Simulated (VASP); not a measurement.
Input:

```xyz
2
Lattice="0.0000 3.1613 3.0397 3.0397 0.0000 3.0397 3.0397 3.1613 0.0000" Properties=species:S:1:pos:R:3 pbc="T T T"
Cd     0.0000     0.0000     0.0000
Se     1.5198     1.5806     1.5198
```

Method: PBEsol GGA, VASP's PBE PAW potentials (set 64) (plane waves; VASP 6.6.1). Run with 480 eV cut-off, 8×8×8 Γ-centred mesh, Gaussian smearing of 0.050 eV, potentials Cd Se.

**Question.** What does the run give for the energy per atom (σ→0), pressure, band gap (on the k-mesh) with the smallest direct gap where there is one?

**Answer.** 
```yaml
band gap (on the k-mesh): 0.36 eV
smallest direct gap (on the k-mesh): 0.36 eV
energy per atom (σ→0): -3.082 eV/atom
pressure: -1.59 GPa
```

Only differences to runs with the same potentials and settings are physical.

The compound is CdSe in the zinc blende structure, whereas wurtzite is the usual form. This cell was strained or had an atom moved on purpose.
